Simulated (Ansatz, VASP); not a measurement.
**RuSe in VASP and in Ansatz**

The input INCAR:

```
SYSTEM = RuSe
PREC = Accurate
ENCUT = 600
EDIFF = 1E-7
ISMEAR = -1
SIGMA = 0.05
LREAL = .FALSE.
LASPH = .TRUE.
NELM = 80
ALGO = Normal
ISIF = 3
LWAVE = .FALSE.
LCHARG = .FALSE.
GGA = PS
IBRION = 2
NSW = 40
EDIFFG = -0.01
```

Contents of KPOINTS:

```
regular mesh
0
G
  8 8 8
  0 0 0
```

Contents of POSCAR:

```
RuSe
1.0
    3.1876923100      0.0000000000      0.0000000000
    0.0000000000      3.1876923100      0.0000000000
    0.0000000000      0.0000000000      3.1876923100
Ru Se
1 1
Direct
    0.0000000000      0.0000000000      0.0000000000
    0.5000000000      0.5000000000      0.5000000000
```

The input input.yaml:

```yaml
crystal:
  lattice:
    - [3.18769231, 0.0, 0.0]
    - [0.0, 3.18769231, 0.0]
    - [0.0, 0.0, 3.18769231]
  atoms:
    - { symbol: Ru, position: [0.0, 0.0, 0.0] }
    - { symbol: Se, position: [0.5, 0.5, 0.5] }
hamiltonian:
  xc: pbesol
  pseudopotentials: { kind: paw }
kpoints:
  mp_grid: { grid: [8, 8, 8] }
scf:
  occupations: { method: fermi_dirac, width: 0.05 }
output:
  forces: true
  stress: true
  eigenvalues: true
relax:
  f_tol: 0.01
  max_steps: 40
  cell: { stress_tol: 0.05 }
```

The cell comes from a database or a generator and needn't be the stable form of this composition.

Alike in both runs: task relaxation of cell and atoms; functional PBEsol; k mesh 8 × 8 × 8; occupations fermi-dirac, width 0.05 eV; no spin polarisation.

|  | VASP | Ansatz |
| --- | --- | --- |
| version | VASP 6.6.1 | Ansatz 0.2.0 |
| potentials or method | VASP PAW PBE potentials, release 64 (Ru_pv, Se) | Ansatz PAW |
| plane-wave cutoff (eV) | 600 | 420 |
| valence electrons in the cell | 20 | 32 |

Ansatz gave:

```
gap on the k mesh at the Fermi level, each at its own relaxed structure (eV) : none
relaxed volume (Å³/atom)                                                     : 14.70
relaxed cell length with the largest relative difference (Å)                 : 3.086
energy change over the relaxation (meV/atom)                                 : -79
```

Question: Which values does VASP return?

Answer: gap on the k mesh at the Fermi level, each at its own relaxed structure (eV): none; relaxed volume (Å³/atom): 14.72; relaxed cell length with the largest relative difference (Å): 3.088; energy change over the relaxation (meV/atom): -78.

A gap of «none» marks a metal or a gap that the smearing closes. The two sets of potentials don't hold the same shells in valence.

Caveats: the PAW data sets were made with another functional, which shifts forces and pressure a little (VASP); the plane-wave basis is chosen anew once the cell has moved, so the energies of steps on either side of that aren't comparable (Ansatz); the PAW data sets come from PBE, with cores solved anew for the run's functional, which leaves a small shift of forces and pressure (Ansatz).
